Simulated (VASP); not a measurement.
These are LDA (Ceperley-Alder, Perdew-Zunger), VASP's LDA PAW potentials (set 64) (plane waves; VASP) values and carry that method's errors.

Input for VASP

**INCAR**
```
! general
SYSTEM =Ni
PREC   =Accurate
ENCUT  =400
LREAL  =.FALSE.
LASPH  =.TRUE.

! electronic loop
EDIFF  =1E-6
NELM   =100
ALGO   =Normal
LMAXMIX=4

! smearing
ISMEAR =1
SIGMA  =0.1   ! width (eV)

! spin
ISPIN  =2
MAGMOM =0.6

! ions
IBRION =2
NSW    =60
ISIF   =3
EDIFFG =-0.01   ! ionic stop

! output
LWAVE  =.FALSE.
LCHARG =.FALSE.
LORBIT =10
```

KPOINTS:
```
Automatic mesh
0
Gamma
16 16 16
0 0 0
```

POSCAR:
```
Ni
1
    0.0000000000     1.7098568108     1.7098568108
    1.7098568108    -0.0000000000     1.7098568108
    1.7098568108     1.7098568108     0.0000000000
Ni
1
Direct
  0.0000000000   0.0000000000   0.0000000000
```

POTCAR, in this order: Ni (LDA.64 set). Program: vasp_std.

The resulting files:

**OSZICAR**
```
       N       E                     dE             d eps       ncg     rms          rms(c)
DAV:   1     0.166861877028E+02    0.16686E+02   -0.40929E+03  5436   0.120E+03
DAV:   2    -0.738638532806E+01   -0.24073E+02   -0.23048E+02  5259   0.151E+02
DAV:   3    -0.769285951282E+01   -0.30647E+00   -0.30620E+00  6095   0.219E+01
DAV:   4    -0.769559125402E+01   -0.27317E-02   -0.27315E-02  5850   0.180E+00
DAV:   5    -0.769566147315E+01   -0.70219E-04   -0.70218E-04  6134   0.249E-01    0.110E+01
DAV:   6    -0.689439945500E+01    0.80126E+00   -0.16274E+01  5467   0.677E+01    0.555E+00
DAV:   7    -0.660864940322E+01    0.28575E+00   -0.24476E+00  5512   0.251E+01    0.216E+00
DAV:   8    -0.658668865778E+01    0.21961E-01   -0.25115E-02  7511   0.179E+00    0.933E-01
DAV:   9    -0.658427845086E+01    0.24102E-02   -0.12101E-03  7611   0.320E-01    0.265E-01
DAV:  10    -0.658360695421E+01    0.67150E-03   -0.55423E-04  7462   0.195E-01    0.389E-02
DAV:  11    -0.658360952737E+01   -0.25732E-05   -0.44444E-06  5343   0.297E-02    0.248E-02
DAV:  12    -0.658361036897E+01   -0.84159E-06   -0.48055E-06  4097   0.218E-02
   1 F= -.65836104E+01 E0= -.65837361E+01  d E =-.658361E+01  mag=     0.5695
       N       E                     dE             d eps       ncg     rms          rms(c)
DAV:   1    -0.658397176595E+01   -0.36224E-03   -0.60108E-03  5425   0.137E+00    0.159E-01
DAV:   2    -0.658371411210E+01    0.25765E-03   -0.51411E-03  5475   0.113E+00    0.757E-02
DAV:   3    -0.658361698524E+01    0.97127E-04   -0.72038E-04  5454   0.446E-01    0.256E-02
DAV:   4    -0.658360896142E+01    0.80238E-05   -0.57324E-06  5831   0.195E-02    0.142E-02
DAV:   5    -0.658360796659E+01    0.99483E-06   -0.19044E-06  2875   0.108E-02
   2 F= -.65836080E+01 E0= -.65837338E+01  d E =0.240238E-05  mag=     0.5694
       N       E                     dE             d eps       ncg     rms          rms(c)
DAV:   1    -0.658372429019E+01   -0.11533E-03   -0.18038E-03  5424   0.749E-01    0.879E-02
DAV:   2    -0.658364636701E+01    0.77923E-04   -0.15639E-03  5460   0.624E-01    0.422E-02
DAV:   3    -0.658361644776E+01    0.29919E-04   -0.22232E-04  5421   0.248E-01    0.144E-02
DAV:   4    -0.658361386511E+01    0.25826E-05   -0.16518E-06  4594   0.106E-02    0.786E-03
DAV:   5    -0.658361354601E+01    0.31910E-06   -0.60358E-07  2648   0.591E-03
   3 F= -.65836135E+01 E0= -.65837392E+01  d E =-.317705E-05  mag=     0.5695
```

File OUTCAR:
```
------------------------ aborting loop because EDIFF is reached ----------------------------------------
  FORCE on cell =-STRESS in cart. coord.  units (eV):
  Direction    XX          YY          ZZ          XY          YZ          ZX
  --------------------------------------------------------------------------------------
  Total        0.0017982      0.0017982      0.0017982      0.0000000      0.0000000      0.0000000
  in kB        0.2883488      0.2883488      0.2883488      0.0000000      0.0000000      0.0000000
  external PRESSURE =       0.2883488 kB  Pullay stress =       0.0000000 kB
  volume of cell :        9.99
      direct lattice vectors                 reciprocal lattice vectors
     0.000000000  1.709482058  1.709482058    -0.292486252  0.292486252  0.292486252
     1.709482058 -0.000000000  1.709482058     0.292486252 -0.292486252  0.292486252
     1.709482058  1.709482058  0.000000000     0.292486252  0.292486252 -0.292486252
 POSITION                                       TOTAL-FORCE (eV/Angst)
 -----------------------------------------------------------------------------------
      0.00000      0.00000      0.00000        -0.000000      0.000000      0.000000
 -----------------------------------------------------------------------------------
    total drift:                                0.000000      0.000000     -0.000000
  FREE ENERGIE OF THE ION-ELECTRON SYSTEM (eV)
  ---------------------------------------------------
  free  energy   TOTEN  =        -6.5836135460 eV

  energy  without entropy=       -6.5839904191  energy(sigma->0) =       -6.58373917

 total charge

# of ion       s       p       d       tot
------------------------------------------
    1        0.537   0.576   8.368   9.481

 magnetization (x)

# of ion       s       p       d       tot
------------------------------------------
    1       -0.005  -0.018   0.592   0.569

 reached required accuracy - stopping structural energy minimisation
```
(Selected blocks of OUTCAR.)

### CONTCAR
```
Ni
   1.00000000000000
     0.0000000000000000    1.7094820582910240    1.7094820582910240
     1.7094820582910240   -0.0000000000000000    1.7094820582910240
     1.7094820582910240    1.7094820582910240    0.0000000000000000
  Ni
     1
Direct
     0.0000000000000000    0.0000000000000000    0.0000000000000000
```

The compound is Ni in the fcc structure. This run relaxes it. Symmetry was kept, so distortions that lower it aren't found. The start is the result of an earlier pass.
